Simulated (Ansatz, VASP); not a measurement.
**GaAsHCl (H-GaAs-Cl chair monolayer) in two plane-wave programs**

Wanted: the spread between two codes on one cell, functional and k mesh. The structure shown is the start of the Ansatz relaxation below; VASP solves that cell, so the two are compared at the walk's first step.

Method: plane waves, with VASP 6.6.1 beside it; single point at PBE with D3(BJ), in Ansatz 0.2.0.

### Step 1. Starting point

The cell holds 4 atoms: 1 Cl, 1 As, 1 Ga and 1 H. Its edges and angles: a = 3.977 Å, b = 3.976 Å, c = 40.043 Å, α = 90.0°, β = 90.0°, γ = 120.0°. Vacuum lies along c.

### Step 2. Ansatz: relaxation, PBE with D3(BJ)

Ansatz runs on its default PAW (the set named soft_2) files.

The two programs are compared at the cell with which this relaxation starts, whose forces are those of its first step.

Input file input.yaml:

```yaml
crystal:
  lattice:
    - [3.9765, 0.0, 0.0]
    - [-1.98825, 3.4437500181, 0.0]
    - [0.0, 0.0, 40.0433333313]
  atoms:
    - { symbol: Cl, position: [0.6666666667, 0.3333333333, 0.4432697911] }
    - { symbol: As, position: [0.6666666667, 0.3333333333, 0.4984600017] }
    - { symbol: Ga, position: [0.3333333333, 0.6666666667, 0.5185216016] }
    - { symbol: H, position: [0.3333333333, 0.6666666667, 0.5567302089] }
  periodic: [true, true, false]
kpoints:
  mp_grid: { grid: [12, 12, 1] }
hamiltonian:
  xc: pbe
  dispersion: d3bj
scf:
  occupations: { method: fermi_dirac, width: 0.05 }
  convergence: { dr2_threshold: 1.0e-09 }
relax:
  f_tol: 0.004
  max_steps: 90
  cell: {}
output:
  write_potential: true
  write_density: true
  volumetric_format: npy
```

The run is started by

```bash
ansatz run input.yaml --threads 2 --pin off --max-ram 3072MiB --backend cpu --events-out ev --progress --plain --runs-dir out
```

Numbers of over 12 decimals in the logs are rounded to 6 here.

The log of the run:

```text
Warning: relax.cell: scf.convergence.dr2_threshold = 1e-9 eV is looser than the 1.89117655383e-10 eV advised for a relaxation that steers and ends on the stress (1e-10 eV for each atom of the cell: 4, times the square of relax.cell.stress_2d_tol = 0.05 N/m over 14.5 Å (the atoms' height at the walk's start and 5 Å past either face), 3.438e-2 GPa, over a crystal's default 0.05). What an SCF threshold leaves in a stress goes as its square root, and in the free energy as the threshold itself, and one threshold admits the most on a small cell: [figures from the program's tests cut] Set scf.convergence.dr2_threshold to 1.89117655383e-10 eV or tighter. [rest of the remark cut]
Engine: ansatz 0.2.0, x86_64-unknown-linux-gnu
Pseudopotentials: kind: paw
Pseudopotential: Cl, paw, valence charge 7, recommended cutoff 420 eV (normal), Cl.paw.azcp
Pseudopotential: As, paw, valence charge 15, recommended cutoff 420 eV (normal), As.paw.azcp
Pseudopotential: Ga, paw, valence charge 13, recommended cutoff 420 eV (normal), Ga.paw.azcp
Pseudopotential: H, paw, valence charge 1, recommended cutoff 420 eV (normal), H.paw.azcp
Functional definition: PBE
  parameter kappa = 0.804
  parameter beta = 0.066725
  exchange = pbe_x(kappa = kappa, mu = beta*pi^2/3)
  correlation = pbe_c(beta = beta)
Crystal: 4 atoms, lattice volume = 548.356 Å³
Basis set: ecut = 420 eV, 10825 PW (Γ), exchange–correlation on 54×54×540 points (8 copies of the dense FFT grid, shifted against one another)
Bands: 22, of which v1, the nominal top of the filled ones, is band 18 counted from 1 (17 counted from 0)
Symmetry: 6 space group operations
Space group: P3m1 (ITA 156), of the structure as read, at distance tolerance 8.2e-5 Å
k-points: 19 of 144 (time reversal used)
Non-local potential: Cl, projectors of the file, l = 0: 2, l = 1: 2, l = 2: 2
Non-local potential: As, projectors of the file, l = 0: 2, l = 1: 2, l = 2: 3, l = 3: 1
Non-local potential: Ga, projectors of the file, l = 0: 2, l = 1: 2, l = 2: 3, l = 3: 1
Non-local potential: H, projectors of the file, l = 0: 2, l = 1: 1
PAW form: soft (Blöchl's): semilocal exchange-correlation on the pseudo side does not see the compensation charge
PAW one-centre angular grid: Cl, 110 points (default); XC on 64 Gauss nodes
PAW one-centre angular grid: As, 590 points (default); XC on 64 Gauss nodes
PAW one-centre angular grid: Ga, 590 points (default); XC on 64 Gauss nodes
PAW one-centre angular grid: H, 110 points (default); XC on 64 Gauss nodes
Initial density: superposition of atomic densities (neutral atoms: chi_scale 0, normalization atom), corrected by the library's trained network
Initial wavefunctions: pseudopotential atomic-orbital guess
Functional: x = pbe(κ = 0.804, μ = 0.219515), c = pbe(β = 0.066725)
SCF iter   1: F=—  HF=-9735.798557 eV  |F-HF|=—  |Δ(HF+E_count)|=         —  Δρ=1.10e-3  dr2=6.26e-3  ethr=1.77e-3  ⟨swp⟩=10.4  Hψ=2779  notcnv=0
preconditioner: auto → Resta (q_TF=auto, 1.733 Å⁻¹)  ε∞=1.4  [insulator: Δε(μ)=1.618 eV  Ē_g=13.173 eV  σ=0.050 eV  W_gap=1.00  n_scr=22 (ndim 8)  ℏωp=8.1 eV  f_vac=0.820  D(μ)=0.00/eV (n_scr^D=0)  ε∞_Penn≈1.4  vacuum switching on, ρ_ref=1.3e-2 e/Å³]
SCF iter   2: F=—  HF=-9735.798175 eV  |F-HF|=—  |Δ(HF+E_count)|=   3.81e-4  Δρ=4.14e-4  dr2=7.43e-4  ethr=1.74e-5  ⟨swp⟩=3.3  Hψ=1077  notcnv=0
SCF iter   3: F=—  HF=-9735.798860 eV  |F-HF|=—  |Δ(HF+E_count)|=   6.85e-4  Δρ=1.83e-4  dr2=3.50e-4  ethr=2.06e-6  ⟨swp⟩=3.2  Hψ=917  notcnv=0
SCF iter   4: F=—  HF=-9735.799121 eV  |F-HF|=—  |Δ(HF+E_count)|=   2.61e-4  Δρ=8.87e-5  dr2=2.95e-4  ethr=9.74e-7  ⟨swp⟩=2.9  Hψ=612  notcnv=0
SCF iter   5: F=—  HF=-9735.799138 eV  |F-HF|=—  |Δ(HF+E_count)|=   1.72e-5  Δρ=2.97e-5  dr2=8.19e-6  ethr=8.18e-7  ⟨swp⟩=2.4  Hψ=524  notcnv=0
SCF iter   6: F=—  HF=-9735.799145 eV  |F-HF|=—  |Δ(HF+E_count)|=   6.26e-6  Δρ=1.02e-5  dr2=9.93e-7  ethr=2.28e-8  ⟨swp⟩=3.1  Hψ=787  notcnv=0
SCF iter   7: F=—  HF=-9735.799160 eV  |F-HF|=—  |Δ(HF+E_count)|=   1.49e-5  Δρ=3.33e-6  dr2=6.00e-8  ethr=2.76e-9  ⟨swp⟩=2.7  Hψ=783  notcnv=0
SCF iter   8: F=—  HF=-9735.799160 eV  |F-HF|=—  |Δ(HF+E_count)|=   2.75e-7  Δρ=9.52e-7  dr2=6.36e-9  ethr=1.67e-10  ⟨swp⟩=2.7  Hψ=824  notcnv=0
SCF iter   9: F=—  HF=-9735.799160 eV  |F-HF|=—  |Δ(HF+E_count)|=   7.85e-9  Δρ=3.33e-7  dr2=5.93e-10  ethr=2.78e-12  ⟨swp⟩=10.8  Hψ=3073  notcnv=0
[...]
SCF iter   2: F=—  HF=-9735.834048 eV  |F-HF|=—  |Δ(HF+E_count)|=   5.63e-6  Δρ=6.95e-6  dr2=1.02e-6  ethr=2.94e-9  ⟨swp⟩=2.5  Hψ=547  notcnv=0
[...]
SCF iter   4: F=—  HF=-9735.834048 eV  |F-HF|=—  |Δ(HF+E_count)|=   2.22e-9  Δρ=1.54e-6  dr2=9.93e-9  ethr=2.86e-10  ⟨swp⟩=2.3  Hψ=550  notcnv=0
SCF iter   5: F=-9735.834048 eV  HF=-9735.834048 eV  |F-HF|=1.04e-9  |Δ(HF+E_count)|=   4.16e-9  Δρ=3.33e-7  dr2=3.81e-10  ethr=2.78e-12  ⟨swp⟩=9.2  Hψ=3334  notcnv=0
SCF 6 converged in 5 iterations: F = -9735.834048 eV  dr2 = 3.81e-10
relax step   6: F+E_penalty+E_count = -9735.83404801 eV  Δ(F+E_penalty+E_count) = -3.160e-6 eV  max|allowed force component| = 3.687e-3 eV/Å  Δτ_max = 0.0003 Å  P = -0.001 N/m  Ω = 570.452 Å³  energy of the carried Pulay correction = -9.158e-4 eV  fix = [c, alpha, beta]  reactions: c -0.000 N/m  (5 SCF iters, accepted)
Basis set: ecut = 420 eV, 11113 PW (Γ), exchange–correlation on 60×60×540 points (8 copies of the dense FFT grid, shifted against one another)
Initial wavefunctions: pseudopotential atomic-orbital guess (no wavefunctions were taken with the density)
iter 1 solved again at ethr=9.20e-7 eV; its pass at ethr=3.10e-3 eV (dr2=3.31e-4 eV) is discarded
SCF iter   1: F=—  HF=-9735.827787 eV  |F-HF|=—  |Δ(HF+E_count)|=         —  Δρ=1.48e-4  dr2=3.58e-6  ethr=9.20e-7  ⟨swp⟩=4.9  Hψ=4141  notcnv=0
preconditioner: auto → Resta (q_TF=auto, 1.721 Å⁻¹)  ε∞=1.4  [insulator: Δε(μ)=1.361 eV  Ē_g=13.104 eV  σ=0.050 eV  W_gap=1.00  n_scr=20 (ndim 8)  ℏωp=7.9 eV  f_vac=0.820  D(μ)=0.00/eV (n_scr^D=0)  ε∞_Penn≈1.4  vacuum switching on, ρ_ref=1.2e-2 e/Å³]
SCF iter   2: F=—  HF=-9735.832518 eV  |F-HF|=—  |Δ(HF+E_count)|=   4.73e-3  Δρ=7.45e-5  dr2=1.13e-6  ethr=9.95e-9  ⟨swp⟩=3.1  Hψ=935  notcnv=0
SCF iter   3: F=—  HF=-9735.834609 eV  |F-HF|=—  |Δ(HF+E_count)|=   2.09e-3  Δρ=2.44e-5  dr2=7.85e-7  ethr=3.14e-9  ⟨swp⟩=3.5  Hψ=862  notcnv=0
SCF iter   4: F=—  HF=-9735.834976 eV  |F-HF|=—  |Δ(HF+E_count)|=   3.67e-4  Δρ=7.47e-6  dr2=4.81e-7  ethr=2.18e-9  ⟨swp⟩=2.8  Hψ=654  notcnv=0
SCF iter   5: F=—  HF=-9735.835024 eV  |F-HF|=—  |Δ(HF+E_count)|=   4.82e-5  Δρ=2.63e-6  dr2=1.58e-8  ethr=1.34e-9  ⟨swp⟩=2.1  Hψ=521  notcnv=0
SCF iter   6: F=—  HF=-9735.835036 eV  |F-HF|=—  |Δ(HF+E_count)|=   1.13e-5  Δρ=8.74e-7  dr2=1.41e-9  ethr=4.39e-11  ⟨swp⟩=3.0  Hψ=680  notcnv=0
SCF iter   7: F=-9735.835038 eV  HF=-9735.835038 eV  |F-HF|=2.26e-7  |Δ(HF+E_count)|=   2.15e-6  Δρ=2.68e-7  dr2=3.49e-10  ethr=2.78e-12  ⟨swp⟩=16.5  Hψ=3281  notcnv=0
SCF 7 converged in 7 iterations: F = -9735.835038 eV  dr2 = 3.49e-10
relax step   7: F+E_penalty+E_count = -9735.83503801 eV  Δ(F+E_penalty+E_count) = -9.900e-4 eV  max|allowed force component| = 3.757e-3 eV/Å  Δτ_max = 0.0000 Å  P = +0.004 N/m  Ω = 570.452 Å³  fix = [c, alpha, beta]  reactions: c +0.000 N/m  stress off target by 4.00e-3 N/m on what of the cell is left free  SCF on the basis re-selected at this cell (its energy is not comparable with the rows above)  (7 SCF iters)
basis re-selected at this cell: Δ(F+E_penalty+E_count) = -9.900e-4 eV, ΔP = +0.005 N/m vs the last step (what re-selecting the basis moved, of the pressure what is left beyond the Pulay correction that the steps carried, after the strain that the cell walked since its last selection, with what the two solves' SCF thresholds leave and, on support functions, any second-order correction that the steps lacked; it is no measure of the basis error at this ecutwfc). The dense FFT grid was sized anew with the basis: this SCF ran on 30×30×270 points, the steps before it on 27×27×270, so part of this shift can come from that change (see relax.cell in the input reference). [rest of the remark cut]
WARN: The output density's exchange-correlation potential varies sharply where the density is thin. Do not read a vacuum level from v_tot or v_xc, or from such a field of the output density. On a cell that repeats whose density bears no net charge and no dipole along the vacuum's axis use v_es (v_loc + v_h of the components); under efield.dipole_correction with no amplitude use v_es + v_field, which holds any externa [...]
SCF converged after 7 iterations
Free energy (F): -9735.835038 eV
Harris-Foulkes:  -9735.835038 eV  (|F-HF|=2.26e-7)
Internal energy: -9735.835038 eV  (E = F + TS)
E sigma→0 (E₀):  -9735.835038 eV
Entropy (-TS):   -0.000000 eV (-0.000 meV/atom)
Fermi energy:    -5.074945 eV
--- Per-component energies (eV) ---
  E_band       = -794.586329
  E_kinetic    = 391.368501
  E_local      = -75522.540331  (includes V_loc(G=0)·N_el)
  E_nonlocal   = -215.842831
  E_hartree    = 37498.698246
  E_xc         = -262.890458
  E_vxc        = -268.736786  (∫ρ·V_xc dr)
  E_paw        = -4483.558092  (= ΣΔE_a)
  E_vpaw       = -176.229739  (= ΣTr[D̂ρ^β])
  E_aug_tail   = -0.001175  (compensation charges beyond the density's cutoff)
  E_ewald      = 32859.440992
  E_disp       = -0.509892  (pairwise vdW)
  E_smearing   = -0.000000  (= −TS)
  E_closure    = 0.000000  (closes the sum)
  Σ components = -9735.835038   (vs F -9735.835038, Δ=0.00e0)
--- Forces (eV/Å), atoms counted from 1 ---
  atom   1  Cl    -0.00000000    -0.00000000     0.00375804
  atom   2  As    -0.00000000     0.00000000    -0.00339330
  atom   3  Ga     0.00000000    -0.00000000     0.00100350
  atom   4  H      0.00000000    -0.00000000    -0.00136440
  max |Σ_I F_I| component: 3.84e-6 eV/Å
--- 2D stress c σ (N/m, compression-positive) ---
        0.003998      -0.000000      -0.000000
       -0.000000       0.003998      -0.000000
       -0.000000      -0.000000       0.000000
  P = ½ c Tr σ = 0.0040 N/m
--- Band table (eV; the first three rows and the last of 19) ---
  k-point 0: bands = [... 14 lower, -8.1515, -8.1515, -5.7814, -5.7814, -4.4198, -3.0963, -1.0997, -1.0997]
  k-point 1: bands = [... 14 lower, -8.3073, -8.1825, -6.3066, -5.8840, -3.8231, -3.0747, -1.2756, -0.8719]
  k-point 2: bands = [... 14 lower, -8.6003, -8.2678, -6.9455, -6.1255, -3.2692, -2.9523, -1.2197, -0.3042]
  k-point 18: bands = [... 14 lower, -9.6636, -8.8819, -7.7699, -7.3469, -3.2451, -0.8159, -0.3651, 0.8780]
  the weakly bound empty levels are not read free of the cell's end (no_gap_told)
--- Relaxed structure (6 steps of the walk, 6 accepted, 1 SCFs on fresh bases) ---
  F+E_penalty+E_count = -9735.83503801 eV   max|allowed force component| = 3.757e-3 eV/Å   (the final SCF, on the basis selected at the relaxed cell)
  cell:  # Å, volume = 570.4515 Å³
    - [4.055823, 0.0, 0]
    - [-2.027911, 3.512445, 0]
    - [0, 0, 40.0433333313]
  atoms:
    - { symbol: Cl, position: [0.666667, 0.333333, 0.443773] }
    - { symbol: As, position: [0.666667, 0.333333, 0.498267] }
    - { symbol: Ga, position: [0.333333, 0.666667, 0.517885] }
    - { symbol: H, position: [0.333333, 0.666667, 0.557056] }
```

In the SCF lines HF is the Harris–Foulkes energy and dr2 the Hartree energy of the density residual, in eV; the loop may stop once dr2 is under the threshold and the program's other checks hold. Hψ counts applications of the Hamiltonian.

### Step 3. VASP: single point, PBE with D3(BJ), start cell

The same cell, functional, mesh and smearing now go to VASP, with its own data sets.

Lines of VASP's logs that name or quote its potential files are left out, and so is its time.

Input file INCAR:

```
SYSTEM = GaAsHCl
PREC = Accurate
ENCUT = 400
EDIFF = 1E-06
NELM = 120
ISMEAR = -1
SIGMA = 0.05
LREAL = .FALSE.
ALGO = Normal
GGA = PE
IVDW = 12
NBANDS = 19
LORBIT = 11
LWAVE = .FALSE.
LCHARG = .FALSE.
ISIF = 2
LDIPOL = .TRUE.
IDIPOL = 3
DIPOL = 0.5 0.5 0.504
LVHAR = .TRUE.
LASPH = .TRUE.
GGA_COMPAT = .FALSE.
EFERMI = MIDGAP
NELMDL = -8
```

Input file POSCAR:

```
GaAsHCl
1.0
    3.9765000000      0.0000000000      0.0000000000
   -1.9882500000      3.4437500000      0.0000000000
    0.0000000000      0.0000000000     40.0433330000
Cl As Ga H
1 1 1 1
Direct
    0.6666667151      0.3333334301      0.4432697947
    0.6666667151      0.3333334301      0.4984600058
    0.3333332849      0.6666665699      0.5185215976
    0.3333332849      0.6666665699      0.5567302053
```

Input file KPOINTS:

```
Automatic mesh
0
Gamma
12 12 1
0 0 0
```

Potentials, in the order of the species: Cl, As, Ga_d and H (PBE family, release 64).

The run is started by

```bash
mpirun -np 1 vasp_std
```

The log of the run:

```text
[banner, memory and clock lines left out]
running    1 mpi-ranks, on    1 nodes
 distrk:  each k-point on    1 cores,    1 groups
 distr:  one band on    1 cores,    1 groups

 POSCAR found type information on POSCAR ClAsGaH
 POSCAR found :  4 types and       4 ions
 LDA part: xc-table for (Slater+PW92), standard interpolation
 POSCAR, INCAR and KPOINTS ok, starting setup
 FFT: planning ... GRIDC
 FFT: planning ... GRID_SOFT
 FFT: planning ... GRID
 WAVECAR not read
 entering main loop
       N       E                     dE             d eps       ncg     rms          rms(c)
DAV:   1     0.153031226497E+03    0.15303E+03   -0.83755E+03   882   0.778E+02
DAV:   2     0.108896135548E+02   -0.14214E+03   -0.13708E+03  1032   0.180E+02
DAV:   3    -0.132011153333E+02   -0.24091E+02   -0.23977E+02   934   0.748E+01
DAV:   4    -0.140332218014E+02   -0.83211E+00   -0.83117E+00   961   0.162E+01
DAV:   5    -0.140455166218E+02   -0.12295E-01   -0.12284E-01  1032   0.219E+00
DAV:   6    -0.140457743677E+02   -0.25775E-03   -0.25764E-03  1015   0.269E-01
DAV:   7    -0.140457792569E+02   -0.48892E-05   -0.48893E-05  1050   0.425E-02
DAV:   8    -0.140457793676E+02   -0.11065E-06   -0.11067E-06   925   0.569E-03    0.670E+00
DAV:   9    -0.136420678105E+02    0.40371E+00   -0.42954E-01  1133   0.688E+00    0.430E+00
DAV:  10    -0.135434063526E+02    0.98661E-01   -0.69793E-01   905   0.546E+00    0.829E-01
DAV:  11    -0.135315815181E+02    0.11825E-01   -0.14588E-01   948   0.297E+00    0.247E-01
DAV:  12    -0.135326598048E+02   -0.10783E-02   -0.80418E-03   929   0.644E-01    0.117E-01
DAV:  13    -0.135326183698E+02    0.41435E-04   -0.94768E-04   961   0.189E-01    0.542E-02
DAV:  14    -0.135325647232E+02    0.53647E-04   -0.45743E-04   942   0.129E-01    0.184E-02
[...]
DAV:  18    -0.135329586784E+02   -0.11919E-03   -0.14252E-05   890   0.147E-02    0.221E-03
DAV:  19    -0.135329914117E+02   -0.32733E-04   -0.57965E-07   843   0.414E-03    0.138E-03
DAV:  20    -0.135330409237E+02   -0.49512E-04   -0.12222E-06   750   0.420E-03    0.101E-03
DAV:  21    -0.135330479509E+02   -0.70272E-05   -0.92813E-08   843   0.180E-03    0.631E-04
DAV:  22    -0.135330640633E+02   -0.16112E-04   -0.33262E-07   705   0.216E-03    0.289E-04
DAV:  23    -0.135330682869E+02   -0.42237E-05   -0.68365E-08   797   0.105E-03    0.165E-04
DAV:  24    -0.135330711815E+02   -0.28946E-05   -0.40853E-08   719   0.763E-04    0.867E-05
DAV:  25    -0.135330720681E+02   -0.88661E-06   -0.75088E-09   807   0.395E-04
   1 F= -.14066073E+02 E0= -.14066073E+02  d E =-.339210E-08
```

(Part 1 of 2 ends here.)

[Lines on the potential files, build, host, timing and source positions are cut from VASP's logs without a mark.]

[Logs are printed without paths, hosts, clocks, repeated set-up lines and the standing remarks that a program may print on its own settings, such as how far it seeks lower states.]

[Hosts, paths, dates, database ids (printed as entryN), source tags and the programs' standing remarks are cut or masked in the printed files.]
